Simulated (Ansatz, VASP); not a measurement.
# Mo (ladder Mo chain): VASP beside Ansatz

Aim: how closely do two programs agree when they are given the same cell, functional and k mesh? The cell is taken from a series of runs on this material, whose earlier steps may have relaxed, scaled, displaced or heated it; both programs get it as it stands.

Calculated with Ansatz 0.2.0; plane waves, with VASP 6.6.1 beside it; single point at PBE.

**1. The structure**

The cell holds 2 atoms: 2 Mo. Cell: a = 9.000 Å, b = 7.500 Å, c = 3.093 Å, α = 90.0°, β = 90.0°, γ = 90.0°. Vacuum lies along a and b. The structure's axis is c.

Coordinates:

```xyz
2
Lattice="9.0000 0.0000 0.0000 0.0000 7.5000 0.0000 0.0000 0.0000 3.0931" Properties=species:S:1:pos:R:3
Mo    3.7069    3.7500    0.0000
Mo    5.2931    3.7500    1.5466
```

**2. VASP: single point, PBE**

With cell and atoms fixed, the geometry can't cause a difference; cores, projectors, grids and the points listed under the comparison can.

Lines of VASP's logs that name or quote its potential files are left out, and so is its time.

File INCAR:

```
SYSTEM = Mo
PREC = Accurate
ENCUT = 400
EDIFF = 1E-06
NELM = 120
ISMEAR = -1
SIGMA = 0.05
LREAL = .FALSE.
ALGO = Normal
GGA = PE
NBANDS = 20
LASPH = .TRUE.
LORBIT = 11
LWAVE = .FALSE.
LCHARG = .FALSE.
ISIF = 2
GGA_COMPAT = .FALSE.
EFERMI = MIDGAP
```

File POSCAR:

```
Mo
1.0
    9.0000000000      0.0000000000      0.0000000000
    0.0000000000      7.5000000000      0.0000000000
    0.0000000000      0.0000000000      3.0931373231
Mo
2
Direct
    0.4118796500      0.5000000000      0.0000000000
    0.5881203500      0.5000000000      0.5000000000
```

File KPOINTS:

```
Automatic mesh
0
Gamma
1 1 26
0 0 0
```

The projector-augmented-wave data sets are Mo_sv (PBE family, release 64).

Launch:

```bash
$ mpirun -np 1 vasp_std
```

Numbers of over 12 decimals in the logs are rounded to 6 here.

Output:

```text
[banner, memory and clock lines left out]
running    1 mpi-ranks, on    1 nodes
 distrk:  each k-point on    1 cores,    1 groups
 distr:  one band on    1 cores,    1 groups

 POSCAR found type information on POSCAR Mo
 POSCAR found :  1 types and       2 ions
 LDA part: xc-table for (Slater+PW92), standard interpolation
 POSCAR, INCAR and KPOINTS ok, starting setup
 FFT: planning ... GRIDC
 FFT: planning ... GRID_SOFT
 FFT: planning ... GRID
 WAVECAR not read
 entering main loop
       N       E                     dE             d eps       ncg     rms          rms(c)
DAV:   1     0.174105510481E+03    0.17411E+03   -0.15146E+04   792   0.903E+02
DAV:   2    -0.853351445703E+01   -0.18264E+03   -0.17682E+03   752   0.263E+02
DAV:   3    -0.177885076286E+02   -0.92550E+01   -0.89703E+01   688   0.487E+01
DAV:   4    -0.180458264601E+02   -0.25732E+00   -0.25438E+00   736   0.648E+00
DAV:   5    -0.180494106192E+02   -0.35842E-02   -0.35824E-02   668   0.715E-01    0.171E+01
DAV:   6    -0.162046111672E+02    0.18448E+01   -0.32201E+00   628   0.130E+01    0.817E+00
DAV:   7    -0.158650068868E+02    0.33960E+00   -0.16064E+00   732   0.755E+00    0.109E+00
DAV:   8    -0.158558894159E+02    0.91175E-02   -0.14781E-01   616   0.365E+00    0.371E-01
DAV:   9    -0.158518702918E+02    0.40191E-02   -0.10639E-02   656   0.854E-01    0.237E-01
DAV:  10    -0.158519371028E+02   -0.66811E-04   -0.65363E-03   772   0.331E-01    0.847E-02
DAV:  11    -0.158541799403E+02   -0.22428E-02   -0.20613E-03   616   0.322E-01    0.982E-02
DAV:  12    -0.158552908675E+02   -0.11109E-02   -0.46568E-04   604   0.138E-01    0.379E-02
DAV:  13    -0.158562272607E+02   -0.93639E-03   -0.83770E-04   604   0.119E-01    0.162E-02
DAV:  14    -0.158563851245E+02   -0.15786E-03   -0.13286E-04   616   0.564E-02    0.884E-03
DAV:  15    -0.158564136046E+02   -0.28480E-04   -0.21232E-05   472   0.195E-02    0.218E-03
DAV:  16    -0.158564144333E+02   -0.82876E-06   -0.28024E-06   480   0.950E-03
   1 F= -.15856414E+02 E0= -.15851758E+02  d E =-.931337E-02
```

From OUTCAR (step 2):

```text
ion  position               nearest neighbor table
   1  0.412  0.500  0.000-   2 2.22   2 2.22
   2  0.588  0.500  0.500-   1 2.22   1 2.22

  LATTYP: Found a simple orthorhombic cell.
 ALAT       =     3.0931373231
 B/A-ratio  =     2.4247226090
 C/A-ratio  =     2.9096671308

 Subroutine GETGRP returns: Found  8 space group operations
 (whereof  4 operations were pure point group operations)

The static configuration has the point symmetry C_2v.
 The point group associated with its full space group is D_2h.

 Found     14 irreducible k-points:

   k-points           NKPTS =     14   k-points in BZ     NKDIM =     14   number of bands    NBANDS=     20

   dimension x,y,z NGX =    60 NGY =   50 NGZ =   20
   dimension x,y,z NGXF=   120 NGYF=  100 NGZF=   40

   ENCUT  =  400.0 eV  29.40 Ry    5.42 a.u.  14.68 12.23  5.04*2*pi/ulx,y,z

   NELECT =      28.0000    total number of electrons

 k-points in reciprocal lattice and weights: Automatic mesh
   0.00000000  0.00000000  0.00000000       0.038
   0.00000000  0.00000000  0.03846154       0.077
   0.00000000  0.00000000  0.07692308       0.077
   0.00000000  0.00000000  0.11538462       0.077
   0.00000000  0.00000000  0.15384615       0.077
   0.00000000  0.00000000  0.19230769       0.077
   0.00000000  0.00000000  0.23076923       0.077
   0.00000000  0.00000000  0.26923077       0.077
   0.00000000  0.00000000  0.30769231       0.077
[...]
0.00000000  0.00000000  0.46153846       0.077
   0.00000000  0.00000000  0.50000000       0.038

 average (electrostatic) potential at core
       1 -82.3160       2 -82.3160

 E-fermi :  -0.8416

 k-point     1 :       0.0000    0.0000    0.0000
  band No.  band energies     occupation
    ...
     10      -4.1238      2.00000
     11      -3.4463      2.00000
     12      -2.8923      2.00000
     13      -2.8705      2.00000
     14      -1.6132      2.00000
     15      -0.7649      0.35488
     16      -0.5888      0.01265
     17       0.3625      0.00000
     18       0.4146      0.00000
     19       0.4659      0.00000
    ...

 k-point     2 :       0.0000    0.0000    0.0385
  band No.  band energies     occupation
    ...
     10      -4.0839      2.00000
     11      -3.4587      2.00000
     12      -2.8789      2.00000
     13      -2.8780      2.00000
     14      -1.7203      2.00000
     15      -0.7226      0.16939
     16      -0.4800      0.00144
     17       0.3833      0.00000
     18       0.4247      0.00000
     19       0.4331      0.00000
    ...

 k-point     3 :       0.0000    0.0000    0.0769
  band No.  band energies     occupation
    ...
     10      -3.9655      2.00000
     11      -3.4907      2.00000
     12      -2.9050      2.00000
     13      -2.8353      2.00000
     14      -1.9596      2.00000
     15      -0.6029      0.01676
     16      -0.2363      0.00001
     17       0.3533      0.00000
     18       0.4450      0.00000
     19       0.4560      0.00000
    ...

  Total        0.1854876     -0.6656144      0.2834934      0.0000000      0.0000000      0.0000000
  in kB        1.4233851     -5.1077582      2.1754572      0.0000000      0.0000000      0.0000000
  external PRESSURE =      -0.5029720 kB  Pullay stress =       0.0000000 kB

  energy-cutoff  :      400.00
  volume of cell :      208.79
      direct lattice vectors                 reciprocal lattice vectors
     9.000000000  0.000000000  0.000000000     0.111111111  0.000000000  0.000000000
     0.000000000  7.500000000  0.000000000     0.000000000  0.133333333  0.000000000
     0.000000000  0.000000000  3.093137323     0.000000000  0.000000000  0.323296348

 POSITION                                       TOTAL-FORCE (eV/Angst)
 -----------------------------------------------------------------------------------
      3.70692      3.75000      0.00000        -0.340261      0.000000      0.000000
      5.29308      3.75000      1.54657         0.340261      0.000000      0.000000
 -----------------------------------------------------------------------------------
    total drift:                                0.000000     -0.000000      0.000000

  FREE ENERGIE OF THE ION-ELECTRON SYSTEM (eV)
  ---------------------------------------------------
  free  energy   TOTEN  =       -15.8564144333 eV

  energy  without entropy=      -15.8471010590  energy(sigma->0) =      -15.85175775

 total charge
# of ion       s       p       d       tot
------------------------------------------
    1        2.392   6.055   4.363  12.810
    2        2.392   6.055   4.363  12.810
--------------------------------------------------
tot          4.785  12.109   8.725  25.619

[... 3 further parts left out ...]
```

**3. Ansatz: single point, PBE**

Ansatz runs on its default PAW (the set named soft_2) files.

The same cell, functional, mesh and smearing now go to Ansatz, which takes its cutoff from its data sets.

File input.yaml:

```yaml
crystal:
  lattice:
    - [9.0, 0.0, 0.0]
    - [0.0, 7.5, 0.0]
    - [0.0, 0.0, 3.0931373231]
  atoms:
    - { symbol: Mo, position: [0.41187965, 0.5, 0.0] }
    - { symbol: Mo, position: [0.58812035, 0.5, 0.5] }
kpoints:
  mp_grid: { grid: [1, 1, 26] }
  band_path: { path: ["Γ", Z], npoints: 60 }
scf:
  occupations: { method: fermi_dirac, width: 0.05 }
hamiltonian:
  xc: pbe
output:
  transmission:
    e_range: [-2, 2]
    de: 0.035
    kmesh: [1, 1]
    reduced_basis: true
    leads: [[0, 0]]
  dos: { projected: true, e_range: [-6, 4] }
  write_potential: true
  write_density: true
  volumetric_format: npy
  elf: true
```

Launch:

```bash
$ ansatz run input.yaml --threads 4 --pin off --max-ram 8192MiB --backend cpu --events-out ev --progress --plain --runs-dir out
```

Output:

```text
Engine: ansatz 0.2.0, aarch64-unknown-linux-gnu
Pseudopotentials: kind: paw
Pseudopotential: Mo, paw, valence charge 14, recommended cutoff 420 eV (normal), Mo.paw.azcp
Functional definition: PBE
  parameter kappa = 0.804
  parameter beta = 0.066725
  exchange = pbe_x(kappa = kappa, mu = beta*pi^2/3)
  correlation = pbe_c(beta = beta)
Crystal: 2 atoms, lattice volume = 208.787 Å³
Basis set: ecut = 420 eV, 4085 PW (Γ)
Bands: 18, of which v1, the nominal top of the filled ones, is band 14 counted from 1 (13 counted from 0)
Symmetry: 8 space group operations
Space group: Pmma (ITA 51), of the structure as read, at distance tolerance 5.9e-5 Å
k-points: 14 of 26
Non-local potential: Mo, projectors of the file, l = 0: 3, l = 1: 2, l = 2: 2, l = 3: 1
PAW form: soft (Blöchl's): semilocal exchange-correlation on the pseudo side does not see the compensation charge
PAW one-centre angular grid: Mo, 590 points (default); XC on 64 Gauss nodes
Initial density: superposition of atomic densities (neutral atoms: chi_scale 0, normalization atom), corrected by the library's trained network
Initial wavefunctions: pseudopotential atomic-orbital guess
Functional: x = pbe(κ = 0.804, μ = 0.219515), c = pbe(β = 0.066725)
SCF iter   1: F=—  HF=-9906.056866 eV  |F-HF|=—  |Δ(HF+E_count)|=         —  Δρ=9.76e-3  dr2=1.31e-1  ethr=1.77e-3  ⟨swp⟩=5.9  Hψ=1243  notcnv=0
preconditioner: auto → Resta (q_TF=auto, 1.952 Å⁻¹)  ε∞=7.7  [insulator: Δε(μ)=0.279 eV  Ē_g=3.437 eV  σ=0.050 eV  W_gap=0.88  n_scr=20 (ndim 8)  ℏωp=8.9 eV  f_vac=0.618  D(μ)=0.43/eV (n_scr^D=0)  ε∞_Penn≈7.7  vacuum switching on, ρ_ref=8.6e-4 e/Å³]
SCF iter   2: F=—  HF=-9906.047802 eV  |F-HF|=—  |Δ(HF+E_count)|=   9.06e-3  Δρ=5.10e-3  dr2=3.27e-2  ethr=4.68e-4  ⟨swp⟩=1.9  Hψ=402  notcnv=0
preconditioner: auto → LDOS  [insulator: Δε(μ)=0.195 eV  Ē_g=3.393 eV  σ=0.050 eV  W_gap=0.75  n_scr=20 (ndim 8)  ℏωp=8.9 eV  f_vac=0.620  D(μ)=0.82/eV (n_scr^D=4)  ε∞_Penn≈7.9  β→1.0]
SCF iter   3: F=—  HF=-9906.047219 eV  |F-HF|=—  |Δ(HF+E_count)|=   5.84e-4  Δρ=1.32e-3  dr2=4.97e-3  ethr=1.17e-4  ⟨swp⟩=2.7  Hψ=448  notcnv=0
SCF iter   4: F=—  HF=-9906.046584 eV  |F-HF|=—  |Δ(HF+E_count)|=   6.35e-4  Δρ=2.83e-4  dr2=3.26e-4  ethr=1.77e-5  ⟨swp⟩=3.0  Hψ=504  notcnv=0
SCF iter   5: F=—  HF=-9906.046688 eV  |F-HF|=—  |Δ(HF+E_count)|=   1.04e-4  Δρ=1.86e-4  dr2=1.21e-4  ethr=1.16e-6  ⟨swp⟩=2.0  Hψ=410  notcnv=0
SCF iter   6: F=—  HF=-9906.046664 eV  |F-HF|=—  |Δ(HF+E_count)|=   2.34e-5  Δρ=3.24e-5  dr2=2.74e-6  ethr=4.34e-7  ⟨swp⟩=2.1  Hψ=403  notcnv=0
SCF iter   7: F=—  HF=-9906.046648 eV  |F-HF|=—  |Δ(HF+E_count)|=   1.63e-5  Δρ=8.37e-6  dr2=1.64e-7  ethr=9.77e-9  ⟨swp⟩=2.9  Hψ=475  notcnv=0
SCF iter   8: F=-9906.046648 eV  HF=-9906.046648 eV  |F-HF|=1.21e-8  |Δ(HF+E_count)|=   2.13e-7  Δρ=2.71e-6  dr2=1.94e-8  ethr=3.57e-10  ⟨swp⟩=3.4  Hψ=709  notcnv=0
SCF 1 converged in 8 iterations: F = -9906.046648 eV  dr2 = 1.94e-8
  greatest PAW one-centre occupation: 0.999 electrons in one spin orbital (limit 2), on the Mo atom at site 1 (counted from 0), in its partial waves of l = 0
NSCF: frozen V_eff on 61 k-points
transmission: 4 of 24 steps passed
transmission: 8 of 24 steps passed
[...]
transmission: 24 of 24 steps passed
WARN: The output density's exchange-correlation potential varies sharply where the density is thin. Do not read a vacuum level from v_tot or v_xc, or from such a field of the output density. On a cell that repeats whose density bears no net charge and no dipole along the vacuum's axis use v_es (v_loc + v_h of the components); under efield.dipole_correction with no amplitude use v_es + v_field, which holds any externa [...]
Second SCF, for the conductance: iteration 1, dr2 6.838e-4 eV
Second SCF, for the conductance: iteration 2, dr2 1.256e-4 eV
Second SCF, for the conductance: iteration 3, dr2 2.274e-5 eV
Second SCF, for the conductance: iteration 4, dr2 2.472e-6 eV
Second SCF, for the conductance: iteration 5, dr2 2.562e-7 eV
Second SCF, for the conductance: iteration 6, dr2 2.092e-8 eV
transmission: 4 of 24 steps passed
transmission: 8 of 24 steps passed
[...]
transmission: 24 of 24 steps passed
SCF converged after 8 iterations
Free energy (F): -9906.046648 eV
Harris-Foulkes:  -9906.046648 eV  (|F-HF|=1.21e-8)
Internal energy: -9906.036936 eV  (E = F + TS)
E sigma→0 (E₀):  -9906.041792 eV
Entropy (-TS):   -0.009713 eV (-4.856 meV/atom)
Fermi energy:    0.424147 eV
--- Per-component energies (eV) ---
  E_band       = -678.321632
  E_kinetic    = 884.233705
  E_local      = -7155.983441  (includes V_loc(G=0)·N_el)
  E_nonlocal   = 295.954863
  E_hartree    = 3020.551835
  E_xc         = -361.589042
  E_vxc        = -450.503527  (∫ρ·V_xc dr)
  E_paw        = -6406.206667  (= ΣΔE_a)
  E_vpaw       = -293.131500  (= ΣTr[D̂ρ^β])
  E_aug_tail   = 0.000085  (compensation charges beyond the density's cutoff)
  E_ewald      = -182.998274
  E_smearing   = -0.009713  (= −TS)
  E_closure    = 0.000000  (closes the sum)
  Σ components = -9906.046648   (vs F -9906.046648, Δ=0.00e0)
--- Band table (eV; the first three rows and the last of 14) ---
  k-point 0: bands = [... 10 lower, -2.1823, -1.6175, -1.6009, -0.3379, 0.4970, 0.6879, 1.6386, 1.6891]
  k-point 1: bands = [... 10 lower, -2.1946, -1.6093, -1.6032, -0.4446, 0.5392, 0.7962, 1.6594, 1.6992]
  k-point 2: bands = [... 10 lower, -2.2264, -1.6352, -1.5605, -0.6831, 0.6584, 1.0391, 1.6263, 1.7211]
  k-point 13: bands = [... 10 lower, -1.3971, -1.3971, 0.1764, 0.1764, 0.9107, 0.9107, 2.2287, 2.2287]
--- Transmission ---
  basis      : 595 plane waves across, 4 finite elements along
  points     : 1, standing for a mesh of 1 x 1
  filling    : by a second SCF (6 iterations) under fermi_dirac of width 0.025852 eV on a mesh of 1 x 1 x 53, whose Fermi level is 0.434470 eV
  energies   : 115 from -2.000000 to 1.990000 eV about the Fermi level, 0.035000 eV apart; the leads are filled to 0.000000 eV, and channels, transmission and decay are at -0.005000 eV
  crystal 0  : Mo2, at the sites [0, 0], period 3.0931 Å: whole cells are its period
    offset         : up to 0.0000 Å between an atom of the period and one for which it stands
    filled         : 0.0 meV under the level at which it is neutral
    channels       : 0.000000e0 a spin
    conductance    : 1.9057e13 S/m² at 300 K; may be off by some 0.4 % by where its bands' edges are placed, 0.0 % from the distance to neutral
    slowest decay  : 0.0574 /Å at (0.0000, 0.0000)
```

Reading the cycles: dr2 is the Hartree energy of the density residual (eV), the measure of convergence; HF is the Harris–Foulkes estimate of the energy, which meets the free energy F at convergence.

**4. Comparison**

Known differences besides the potentials themselves: the cutoff is 420 eV in Ansatz and 400 eV in VASP. Total energies have different zeros and are not compared.

The two programs side by side:

| quantity | Ansatz | VASP | difference |
| --- | --- | --- | --- |
| gap on the k mesh (eV) | 0.159 | 0.166 | -0.007 |

A gap on the mesh is an upper bound, since the band edges may lie between its points.

**5. Outcome**

| Item | Value |
| --- | --- |
| difference in gap on the k mesh (single point, PBE) | -0.0067 eV |

In words: The difference in gap on the k mesh is -0.0067 eV (single point, PBE), within the 0.08 eV picked in this series as the mark of a large difference. How closely two codes agree says nothing of how well the functional describes the real material.

[Lines on the potential files, build, host, timing and source positions are cut from VASP's logs without a mark.]

[Logs are printed without paths, hosts, clocks, repeated set-up lines and the standing remarks that a program may print on its own settings, such as how far it seeks lower states.]

[Hosts, paths, dates, database ids (printed as entryN), source tags and the programs' standing remarks are cut or masked in the printed files.]
